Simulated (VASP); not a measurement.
TeP2: single point with PBE

Crystal: TeP2.

```xyz
6
Lattice="4.8719 0.9929 1.2468 -0.0821 5.1126 -0.3433 -0.4798 1.0232 5.4434" Properties=species:S:1:pos:R:3 pbc="T T T"
Te    2.3486    1.4503    1.5112
Te    4.0373    3.7626    2.7592
P     2.2908    6.2627    4.1121
P     1.5526    3.7426    4.3435
P     0.3092    4.9331   -0.1809
P     0.0522    5.3596    2.6668
```

The cell was built by a generator and needn't be a form met in nature.

- Program: VASP 6.6.1
- Task: single point
- Functional: PBE
- Potentials or basis: VASP PAW PBE potentials, release 64 (Te, P)
- Cutoff: 520 eV
- k mesh: 3 × 3 × 3
- Occupations: gaussian, width 0.1 eV
- Spin: no spin polarisation

```
Pressure               : -5.1 GPa
Largest force          : 1.367 eV/Å
Band gap on the k mesh : none (metal or under the smearing width)
```

Forces in eV/Å, atoms in the order of the input:
```
Te   0.513  0.101 -0.541
Te  -0.006  0.234  0.283
P   -0.389 -0.427 -0.080
P    0.468  0.916 -0.124
P    0.166 -0.475 -0.625
P   -0.752 -0.349  1.087
```

Stress tensor (GPa, compression positive):
```
-4.13  0.29 -0.18
 0.29 -6.59  0.91
-0.18  0.91 -4.66
```

Levels at points of the mesh, in eV from the Fermi level:
```csv
k point,band 12,band 13,band 14,band 15,band 16,band 17,band 18,band 19,band 20,band 21
"(0.00, 0.00, 0.00)",-2.99,-2.00,-1.30,-1.25,-0.91,-0.42,-0.05,1.57,2.34,2.36
```

Wall time 26 s on 1 thread of AMD EPYC 9R45 96-Core Processor (Zen 5), on a shared host, peak memory 0.22 GiB.

Caveat: the k mesh is coarse (spacing up to 0.42 Å⁻¹), so the values aren't converged. The run has no spin-orbit coupling, so splittings on Te are missing.
